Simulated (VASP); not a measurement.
Input:

```xyz
3
Lattice="1.8345 -3.1774 0.0000 1.8345 3.1774 0.0000 0.0000 0.0000 5.8037" Properties=species:S:1:pos:R:3 pbc="T T T"
Sn     0.0000     0.0000     0.0000
S      1.8345     1.0591     1.4762
S      1.8345    -1.0591     4.3275
```

The numbers are results of PBE GGA with D3 dispersion (Becke-Johnson damping), VASP's PBE PAW potentials (set 64) (plane waves; VASP), not measurements. Numerical set-up: 520 eV cut-off, 8×8×5 Γ-centred mesh, tetrahedra with Blöchl corrections, potentials Sn_d S.

Problem. Predict the energy per atom (σ→0).

Solution. 
```yaml
energy per atom (σ→0): -4.713 eV/atom
```

Only differences to runs with the same potentials and settings are physical.

The compound is SnS2 in the 1T layered structure. It was relaxed first.
